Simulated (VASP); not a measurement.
An input for Ansatz (written as the equivalent of a VASP run, and not itself run):

Ansatz 0.2 input:
```yaml
crystal:
  lattice:
    - [2.9102120, 0.0000000, 0.0000000]
    - [0.0000000, 2.8524460, 0.0000000]
    - [0.0000000, 0.0000000, 2.8970010]
  atoms:
    - { symbol: Al, position: [0.5000000, 0.5000000, 0.5000000] }
    - { symbol: Fe, position: [0.0093600, 0.0000000, 0.0000000] }
kpoints:
  mp_grid: { grid: [11, 12, 11] }
hamiltonian:
  xc: pbe
  pseudopotentials: { kind: paw }
scf:
  occupations: { method: fermi_dirac, width: 0.2 }
  max_iter: 100
output: { forces: true, stress: true, eigenvalues: true }
```

Question: Write the VASP files for the same calculation (PBE).

Answer: One answer among several that fit: 
### POSCAR
```
FeAl
1
    2.9102120000     0.0000000000     0.0000000000
    0.0000000000     2.8524460000     0.0000000000
    0.0000000000     0.0000000000     2.8970010000
Al Fe
1 1
Direct
  0.5000000000   0.5000000000   0.5000000000
  0.0093600000   0.0000000000   0.0000000000
```

INCAR:
```
SIGMA  =  0.2   ! width (eV)
ALGO  =  Normal   ! blocked Davidson
LMAXMIX  =  4   ! l cut-off of mixed one-centre charges
LREAL  =  F   ! projection in real space or not
SYSTEM  =  FeAl
LASPH  =  T
GGA  =  PE
LWAVE  =  F
ISIF  =  2   ! forces and stress, cell fixed
ENCUT  =  400   ! plane-wave cut-off (eV)
LCHARG  =  F
ISMEAR  =  -1
EDIFF  =  1E-6   ! SCF stop (eV)
PREC  =  Accurate
NELM  =  100   ! most electronic steps
```

KPOINTS:
```
Automatic mesh
0
Gamma
11 12 11
0 0 0
```

POTCAR, in this order: Al Fe (PBE.64 set). Program: vasp_std.

Limits of the translation: each code has its own PAW files, so the cut-off isn't converted (ENCUT is set for VASP's; basis.ecutwfc is left out, and Ansatz then takes the one that its files recommend); Ansatz stops its SCF on the density residual and VASP on the energy change (EDIFF).

The compound is FeAl in the CsCl type structure. The cell was not relaxed at this level, atoms are displaced from their ideal sites. The run is one of a series of settings (ISMEAR = -1, SIGMA = 0.2 against the base run), some of them coarse on purpose.
